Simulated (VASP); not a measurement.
Input:

```yaml
crystal:
  lattice:
    - [1.92735, -7.08249, 0.00000]
    - [1.92735, 7.08249, 0.00000]
    - [0.00000, 0.00000, 3.71883]
  atoms:
    - { symbol: Y, position: [0.36314, 0.63686, 0.50000] }
    - { symbol: Y, position: [0.63686, 0.36314, 0.50000] }
    - { symbol: In, position: [0.00000, 0.00000, 0.00000] }
    - { symbol: Ni, position: [0.79996, 0.20004, 0.00000] }
    - { symbol: Ni, position: [0.20004, 0.79996, 0.00000] }
```

Computed with LDA (Ceperley-Alder, Perdew-Zunger), VASP's LDA PAW potentials (set 64) (plane waves; VASP 6.6.1). Settings: 300 eV cut-off, 5×5×5 Γ-centred mesh, Gaussian smearing of 0.27 eV, potentials Y_sv In_d Ni.

At this cut-off the stress carries a Pulay error, which pulls relaxed volumes low.

Problem. Give the force on each atom (eV/Å).

Solution. 
```csv
atom,Fx,Fy,Fz
Y1,0.000,0.248,0.000
Y2,0.000,-0.248,0.000
In3,0.000,0.000,0.000
Ni4,0.000,0.019,0.000
Ni5,0.000,-0.019,0.000
```

Problem. Give the stress tensor in GPa (positive for a compressed cell).

Solution. 
```
-4.71   0.00   0.00
 0.00  -5.34   0.00
 0.00   0.00  -5.86
```
The pressure is its mean diagonal, -5.30 GPa.

The structure comes from a computed database's Y2InNi2 entry; how it stands against other phases isn't given here. The cell was not relaxed at this level. The k-mesh is coarse (spacing up to 0.34 per Å, 2π included), so the numbers may not be converged in it. The run is not spin-polarised, so no magnetic state was tried. The electron count is odd and the run is not spin-polarised, which forces a metal.
